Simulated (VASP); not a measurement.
OSZICAR of a VASP run on Cd32SeTe31:

**OSZICAR**
```
       N       E                     dE             d eps       ncg     rms          rms(c)
DAV:   1     0.472321972901E+04    0.47232E+04   -0.24559E+05   698   0.126E+03
DAV:   2     0.239759433938E+03   -0.44835E+04   -0.42847E+04   771   0.351E+02
DAV:   3    -0.150967986592E+03   -0.39073E+03   -0.38637E+03   771   0.103E+02
DAV:   4    -0.160449877929E+03   -0.94819E+01   -0.94459E+01   780   0.146E+01
DAV:   5    -0.160656153038E+03   -0.20628E+00   -0.20619E+00   780   0.206E+00    0.284E+01
RMM:   6    -0.152713654779E+03    0.79425E+01   -0.18611E+01   690   0.656E+00    0.230E+01
RMM:   7    -0.152262052335E+03    0.45160E+00   -0.88650E+00   690   0.302E+00    0.702E+00
RMM:   8    -0.152239428036E+03    0.22624E-01   -0.53219E-01   690   0.124E+00    0.234E+00
RMM:   9    -0.152237645350E+03    0.17827E-02   -0.85215E-02   690   0.422E-01    0.110E+00
RMM:  10    -0.152237494144E+03    0.15121E-03   -0.14261E-02   716   0.187E-01    0.293E-01
RMM:  11    -0.152238760853E+03   -0.12667E-02   -0.36109E-03   697   0.789E-02    0.146E-01
RMM:  12    -0.152238650784E+03    0.11007E-03   -0.61059E-04   691   0.402E-02    0.669E-02
RMM:  13    -0.152238662650E+03   -0.11866E-04   -0.14800E-04   615   0.174E-02    0.976E-02
RMM:  14    -0.152238678498E+03   -0.15848E-04   -0.12140E-04   545   0.120E-02    0.680E-02
RMM:  15    -0.152238677491E+03    0.10072E-05   -0.16638E-05   450   0.560E-03
   1 F= -.15223868E+03 E0= -.15223868E+03  d E =-.152239E+03
       N       E                     dE             d eps       ncg     rms          rms(c)
DAV:   1    -0.152287384316E+03   -0.48706E-01   -0.31850E+01   724   0.750E+00    0.740E-01
RMM:   2    -0.152300791245E+03   -0.13407E-01   -0.17303E-01   690   0.644E-01    0.196E-01
RMM:   3    -0.152302758274E+03   -0.19670E-02   -0.23782E-02   690   0.237E-01    0.151E-01
RMM:   4    -0.152302664574E+03    0.93700E-04   -0.32860E-03   692   0.880E-02    0.110E-01
RMM:   5    -0.152302590805E+03    0.73768E-04   -0.12434E-03   685   0.494E-02    0.332E-02
RMM:   6    -0.152302594639E+03   -0.38333E-05   -0.19330E-04   615   0.177E-02    0.205E-02
RMM:   7    -0.152302601384E+03   -0.67451E-05   -0.45191E-05   495   0.864E-03
   2 F= -.15230260E+03 E0= -.15230260E+03  d E =-.639239E-01
       N       E                     dE             d eps       ncg     rms          rms(c)
DAV:   1    -0.152299421338E+03    0.31733E-02   -0.16567E+02   706   0.171E+01    0.171E+00
RMM:   2    -0.152376320899E+03   -0.76900E-01   -0.96589E-01   690   0.154E+00    0.484E-01
RMM:   3    -0.152386311330E+03   -0.99904E-02   -0.12124E-01   690   0.523E-01    0.352E-01
RMM:   4    -0.152386063953E+03    0.24738E-03   -0.16624E-02   693   0.198E-01    0.289E-01
RMM:   5    -0.152385396853E+03    0.66710E-03   -0.65558E-03   691   0.112E-01    0.847E-02
RMM:   6    -0.152385439127E+03   -0.42274E-04   -0.89908E-04   687   0.388E-02    0.495E-02
RMM:   7    -0.152385454097E+03   -0.14971E-04   -0.27296E-04   608   0.201E-02    0.296E-02
RMM:   8    -0.152385463812E+03   -0.97144E-05   -0.47984E-05   511   0.970E-03
   3 F= -.15238546E+03 E0= -.15238546E+03  d E =-.146786E+00
       N       E                     dE             d eps       ncg     rms          rms(c)
DAV:   1    -0.152380107039E+03    0.53471E-02   -0.31008E+01   724   0.716E+00    0.709E-01
RMM:   2    -0.152393157147E+03   -0.13050E-01   -0.16841E-01   690   0.626E-01    0.190E-01
RMM:   3    -0.152395055245E+03   -0.18981E-02   -0.23037E-02   690   0.233E-01    0.148E-01
RMM:   4    -0.152394938514E+03    0.11673E-03   -0.31329E-03   690   0.872E-02    0.102E-01
RMM:   5    -0.152394887787E+03    0.50727E-04   -0.11886E-03   687   0.493E-02    0.338E-02
RMM:   6    -0.152394889413E+03   -0.16264E-05   -0.18158E-04   625   0.180E-02    0.200E-02
RMM:   7    -0.152394896398E+03   -0.69842E-05   -0.43815E-05   495   0.901E-03
   4 F= -.15239490E+03 E0= -.15239490E+03  d E =-.156219E+00
       N       E                     dE             d eps       ncg     rms          rms(c)
DAV:   1    -0.152408483470E+03   -0.13594E-01   -0.11626E+01   708   0.501E+00    0.690E-01
RMM:   2    -0.152417023361E+03   -0.85399E-02   -0.10174E-01   690   0.510E-01    0.174E-01
RMM:   3    -0.152418168179E+03   -0.11448E-02   -0.13178E-02   690   0.192E-01    0.153E-01
RMM:   4    -0.152418181568E+03   -0.13390E-04   -0.19627E-03   691   0.733E-02    0.961E-02
RMM:   5    -0.152418197801E+03   -0.16233E-04   -0.59371E-04   691   0.375E-02    0.215E-02
RMM:   6    -0.152418203093E+03   -0.52919E-05   -0.11773E-04   582   0.151E-02    0.146E-02
RMM:   7    -0.152418205689E+03   -0.25956E-05   -0.24778E-05   447   0.721E-03
   5 F= -.15241821E+03 E0= -.15241821E+03  d E =-.233093E-01
       N       E                     dE             d eps       ncg     rms          rms(c)
DAV:   1    -0.152420351056E+03   -0.21480E-02   -0.10667E+01   724   0.488E+00    0.664E-01
RMM:   2    -0.152428205470E+03   -0.78544E-02   -0.93480E-02   690   0.498E-01    0.169E-01
RMM:   3    -0.152429257814E+03   -0.10523E-02   -0.12109E-02   690   0.188E-01    0.148E-01
RMM:   4    -0.152429270414E+03   -0.12600E-04   -0.18086E-03   691   0.715E-02    0.926E-02
RMM:   5    -0.152429286783E+03   -0.16370E-04   -0.54082E-04   690   0.365E-02    0.206E-02
RMM:   6    -0.152429291577E+03   -0.47938E-05   -0.11299E-04   582   0.149E-02    0.141E-02
RMM:   7    -0.152429294178E+03   -0.26013E-05   -0.24554E-05   449   0.726E-03
   6 F= -.15242929E+03 E0= -.15242929E+03  d E =-.343978E-01
       N       E                     dE             d eps       ncg     rms          rms(c)
DAV:   1    -0.152428847834E+03    0.44374E-03   -0.22349E+00   724   0.229E+00    0.305E-01
RMM:   2    -0.152430497545E+03   -0.16497E-02   -0.19623E-02   690   0.228E-01    0.772E-02
RMM:   3    -0.152430719193E+03   -0.22165E-03   -0.25525E-03   690   0.864E-02    0.686E-02
RMM:   4    -0.152430721973E+03   -0.27807E-05   -0.38310E-04   690   0.329E-02    0.422E-02
RMM:   5    -0.152430725593E+03   -0.36199E-05   -0.11290E-04   633   0.167E-02    0.946E-03
RMM:   6    -0.152430726614E+03   -0.10205E-05   -0.23501E-05   446   0.687E-03
   7 F= -.15243073E+03 E0= -.15243073E+03  d E =-.358302E-01
       N       E                     dE             d eps       ncg     rms          rms(c)
DAV:   1    -0.152433143783E+03   -0.24182E-02   -0.53639E+00   708   0.372E+00    0.426E-01
RMM:   2    -0.152436324959E+03   -0.31812E-02   -0.37909E-02   690   0.347E-01    0.102E-01
RMM:   3    -0.152436783815E+03   -0.45886E-03   -0.52116E-03   690   0.132E-01    0.877E-02
RMM:   4    -0.152436788644E+03   -0.48282E-05   -0.77708E-04   693   0.497E-02    0.587E-02
RMM:   5    -0.152436791582E+03   -0.29383E-05   -0.23711E-04   690   0.259E-02    0.130E-02
RMM:   6    -0.152436794111E+03   -0.25290E-05   -0.45898E-05   501   0.987E-03
   8 F= -.15243679E+03 E0= -.15243679E+03  d E =-.606750E-02
       N       E                     dE             d eps       ncg     rms          rms(c)
DAV:   1    -0.152437123709E+03   -0.33213E-03   -0.13386E+00   716   0.186E+00    0.209E-01
RMM:   2    -0.152437926822E+03   -0.80311E-03   -0.94970E-03   690   0.173E-01    0.506E-02
RMM:   3    -0.152438042141E+03   -0.11532E-03   -0.13001E-03   690   0.657E-02    0.461E-02
RMM:   4    -0.152438043058E+03   -0.91684E-06   -0.19427E-04   693   0.248E-02    0.303E-02
RMM:   5    -0.152438044283E+03   -0.12252E-05   -0.61048E-05   570   0.131E-02
   9 F= -.15243804E+03 E0= -.15243804E+03  d E =-.731767E-02
       N       E                     dE             d eps       ncg     rms          rms(c)
DAV:   1    -0.152438051235E+03   -0.81776E-05   -0.23398E-01   732   0.777E-01    0.864E-02
RMM:   2    -0.152438194013E+03   -0.14278E-03   -0.16954E-03   690   0.730E-02    0.217E-02
RMM:   3    -0.152438215523E+03   -0.21510E-04   -0.23674E-04   690   0.280E-02    0.206E-02
RMM:   4    -0.152438215997E+03   -0.47425E-06   -0.36165E-05   463   0.106E-02
  10 F= -.15243822E+03 E0= -.15243822E+03  d E =-.748938E-02
       N       E                     dE             d eps       ncg     rms          rms(c)
DAV:   1    -0.152438519732E+03   -0.30421E-03   -0.20401E+00   708   0.229E+00    0.230E-01
RMM:   2    -0.152439547698E+03   -0.10280E-02   -0.12294E-02   690   0.203E-01    0.546E-02
RMM:   3    -0.152439704950E+03   -0.15725E-03   -0.17393E-03   690   0.771E-02    0.465E-02
RMM:   4    -0.152439705696E+03   -0.74589E-06   -0.24723E-04   690   0.289E-02    0.312E-02
RMM:   5    -0.152439706405E+03   -0.70959E-06   -0.75014E-05   668   0.149E-02
  11 F= -.15243971E+03 E0= -.15243971E+03  d E =-.149041E-02
```

Problem. Which electronic solver shows in the log?

Solution. It is blocked Davidson (ALGO = Normal, or the opening steps of other solvers) and then RMM-DIIS (ALGO = Fast or VeryFast). The INCAR had ALGO = Fast.

Problem. Can the final energy be trusted as converged?

Solution. The run converged. It stopped with EDIFF = 1E-5, NELM = 100, NSW = 60 and EDIFFG = -0.03 after 11 ionic steps (PBE GGA, plane waves, VASP's PBE PAW potentials (set 64)). The supercell is sampled at Γ alone, which is coarse: total energies, pressure and levels can be off, energies of defects by several tenths of an eV.

The cell is a supercell with a defect, built from CdTe (zinc blende): Se_Te. The run is not spin-polarised, so no state with unpaired spins was tried.
